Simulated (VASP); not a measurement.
All values below come from PBEsol GGA, VASP's PBE PAW potentials (set 64) (plane waves; VASP).

VASP input:

INCAR:
```
# general
SYSTEM = SiC
PREC   = Accurate
ENCUT  = 520
LREAL  = .FALSE.
LASPH  = .TRUE.

# electronic loop
EDIFF  = 1E-7
NELM   = 100
ALGO   = Normal

# smearing
ISMEAR = 0
SIGMA  = 0.05

# functional
GGA    = PS

# ions
ISIF   = 2

# output
LWAVE  = .FALSE.
LCHARG = .FALSE.
```

File POSCAR:
```
SiC
1
    0.0000000000     2.1579782924     2.1579782924
    2.1579782924     0.0000000000     2.1579782924
    2.1579782924     2.1579782924     0.0000000000
Si C
1 1
Direct
  0.0000000000   0.0000000000   0.0000000000
  0.2500000000   0.2500000000   0.2500000000
```

### KPOINTS
```
kpoints
0
Gamma
 10 10 10
0 0 0
```

POTCAR, in this order: Si C (PBE.64 set). Program: vasp_std.

The run wrote:

**OSZICAR**
```
       N       E                     dE             d eps       ncg     rms          rms(c)
DAV:   1     0.342087246073E+01    0.34209E+01   -0.41519E+03   784   0.837E+02
DAV:   2    -0.174401214538E+02   -0.20861E+02   -0.19570E+02  1104   0.107E+02
DAV:   3    -0.177817158226E+02   -0.34159E+00   -0.34159E+00   824   0.168E+01
DAV:   4    -0.177827152144E+02   -0.99939E-03   -0.99939E-03  1216   0.101E+00
DAV:   5    -0.177827155909E+02   -0.37652E-06   -0.37652E-06   848   0.144E-02    0.906E+00
DAV:   6    -0.159947847437E+02    0.17879E+01   -0.71781E+00   840   0.153E+01    0.407E+00
DAV:   7    -0.159162586231E+02    0.78526E-01   -0.37465E-01  1120   0.424E+00    0.182E+00
DAV:   8    -0.159018318904E+02    0.14427E-01   -0.19891E-02   808   0.122E+00    0.153E-01
DAV:   9    -0.159018181815E+02    0.13709E-04   -0.71509E-04  1216   0.216E-01    0.103E-01
DAV:  10    -0.159018556582E+02   -0.37477E-04   -0.76253E-05   968   0.704E-02    0.214E-02
DAV:  11    -0.159018557430E+02   -0.84839E-07   -0.10099E-05  1032   0.203E-02    0.378E-03
DAV:  12    -0.159018559087E+02   -0.16574E-06   -0.45253E-07   808   0.522E-03    0.731E-04
DAV:  13    -0.159018559423E+02   -0.33600E-07   -0.28079E-08   536   0.141E-03
   1 F= -.15901856E+02 E0= -.15901856E+02  d E =-.447685E-11
```

File OUTCAR:
```
------------------------ aborting loop because EDIFF is reached ----------------------------------------
  FORCE on cell =-STRESS in cart. coord.  units (eV):
  Direction    XX          YY          ZZ          XY          YZ          ZX
  --------------------------------------------------------------------------------------
  Total        0.8772767      0.8772767      0.8772767     -0.0000000      0.0000000     -0.0000000
  in kB       69.9320034     69.9320034     69.9320034     -0.0000000      0.0000000     -0.0000000
  external PRESSURE =      69.9320034 kB  Pullay stress =       0.0000000 kB
  volume of cell :       20.10
      direct lattice vectors                 reciprocal lattice vectors
     0.000000000  2.157978292  2.157978292    -0.231698346  0.231698346  0.231698346
     2.157978292  0.000000000  2.157978292     0.231698346 -0.231698346  0.231698346
     2.157978292  2.157978292  0.000000000     0.231698346  0.231698346 -0.231698346
  FREE ENERGIE OF THE ION-ELECTRON SYSTEM (eV)
  ---------------------------------------------------
  free  energy   TOTEN  =       -15.9018559423 eV

  energy  without entropy=      -15.9018559423  energy(sigma->0) =      -15.90185594
```
(Selected blocks of OUTCAR.)

The compound is SiC in the zinc blende structure. This cell is one point of a volume scan, at 0.97 of the reference volume.
